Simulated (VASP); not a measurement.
Data:

```yaml
crystal:
  lattice:
    - [-1.50611, 1.50611, 1.50611]
    - [1.50611, -1.50611, 1.50611]
    - [1.50611, 1.50611, -1.50611]
  atoms:
    - { symbol: V, position: [0.00000, 0.00000, 0.00000] }
```

The numbers are results of PBE GGA, VASP's PBE PAW potentials (set 64) (plane waves; VASP 6.6.1), not measurements. Run with 300 eV cut-off, 20×20×20 Γ-centred mesh, first-order Methfessel-Paxton smearing of 0.10 eV, potentials V_sv.

At this cut-off the stress carries a Pulay error, which pulls relaxed volumes low.

### Question
Give the stress tensor in GPa (positive for a compressed cell).

### Answer

```
-3.04   0.00   0.00
 0.00  -3.04   0.00
 0.00   0.00  -3.04
```
The pressure is its mean diagonal, -3.04 GPa.

The structure comes from a computed database's V entry; how it stands against other phases isn't given here. The cell was not relaxed at this level. The run is not spin-polarised, so no magnetic state was tried.
